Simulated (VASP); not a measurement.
Here is the system:

```
O2Si
1.0
    4.97157     0.00000     0.00000
    0.00000     4.97157     0.00000
    0.00000     0.00000     6.90091
Si O
4 8
Direct
  0.30387   0.30387   0.00000
  0.80387   0.19613   0.75000
  0.19613   0.80387   0.25000
  0.69613   0.69613   0.50000
  0.23804   0.11163   0.18248
  0.73804   0.38837   0.56752
  0.26196   0.61163   0.06752
  0.76196   0.88837   0.68248
  0.88837   0.76196   0.31752
  0.38837   0.73804   0.43248
  0.61163   0.26196   0.93248
  0.11163   0.23804   0.81752
```

All values below come from r2SCAN meta-GGA, VASP's PBE PAW potentials (set 64) (plane waves; VASP). Settings: 520 eV cut-off, 5×5×4 Γ-centred mesh, tetrahedra with Blöchl corrections, potentials Si O.

The cores are frozen, which limits the accuracy of field gradients.

Problem. Give the principal components of the electric field gradient (V/Å²) and the asymmetry η at each nucleus.

Solution. 
| atom | Vxx | Vyy | Vzz | η |
|---|---|---|---|---|
| Si1 | 3.9 | 0.4 | -4.3 | 0.81 |
| Si2 | 3.9 | 0.4 | -4.3 | 0.81 |
| Si3 | 3.9 | 0.4 | -4.3 | 0.81 |
| Si4 | 3.9 | 0.4 | -4.3 | 0.81 |
| O5 | -50.6 | -35.8 | 86.4 | 0.17 |
| O6 | -50.6 | -35.8 | 86.4 | 0.17 |
| O7 | -50.6 | -35.8 | 86.4 | 0.17 |
| O8 | -50.6 | -35.8 | 86.4 | 0.17 |
| O9 | -50.6 | -35.8 | 86.4 | 0.17 |
| O10 | -50.6 | -35.8 | 86.4 | 0.17 |
| O11 | -50.6 | -35.8 | 86.4 | 0.17 |
| O12 | -50.6 | -35.8 | 86.4 | 0.17 |

The compound is SiO2 in the cristobalite structure. It was relaxed first.
